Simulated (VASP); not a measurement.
The input files of a VASP run:

INCAR:
```
EDIFF = 1E-6
LMAXMIX = 4   # l cut-off of mixed one-centre charges
LASPH = .TRUE.
ISMEAR = 0
LREAL = .FALSE.
LCHARG = .FALSE.
GGA = PS
SIGMA = 0.2
ENCUT = 300   # plane-wave cut-off (eV)
PREC = Accurate
LWAVE = .FALSE.
ISIF = 2   # forces and stress, cell fixed
SYSTEM = TiS
NELM = 100   # most electronic steps
ALGO = Normal
```

File KPOINTS:
```
Automatic
0
Gamma
12 12 10
```

File POSCAR:
```
TiS
3.2018270
  1.0000000000   0.0000000000   0.0000000000
 -0.4999998438   0.8660252412   0.0000000000
  0.0000000000   0.0000000000   0.9846625068
Ti S
1 1
direct
  0.6666670000   0.3333330000   0.0000000000
  0.0000000000   0.0000000000   0.5000000000
```

POTCAR, in this order: Ti_sv S (PBE.64 set). Program: vasp_std.

Q: Translate this PBEsol calculation to Ansatz.

A: One equivalent input (not run):
Ansatz 0.2 input:
```yaml
crystal:
  lattice:
    - [3.2018270, 0.0000000, 0.0000000]
    - [-1.6009130, 2.7728630, 0.0000000]
    - [0.0000000, 0.0000000, 3.1527190]
  atoms:
    - { symbol: Ti, position: [0.6666670, 0.3333330, 0.0000000] }
    - { symbol: S, position: [0.0000000, 0.0000000, 0.5000000] }
kpoints:
  mp_grid: { grid: [12, 12, 10] }
hamiltonian:
  xc: pbesol
  pseudopotentials: { kind: paw }
scf:
  occupations: { method: gaussian, width: 0.2 }
  max_iter: 100
output: { forces: true, stress: true, eigenvalues: true }
```
The two are equivalent in intent, not identical: each code has its own PAW files, so the cut-off isn't converted (ENCUT is set for VASP's; basis.ecutwfc is left out, and Ansatz then takes the one that its files recommend); Ansatz stops its SCF on the density residual and VASP on the energy change (EDIFF).

The structure comes from a computed database's TiS entry (P-6m2); how it stands against other phases isn't given here. The cell was not relaxed at this level, and its volume differs by -5.9 % from the start's.
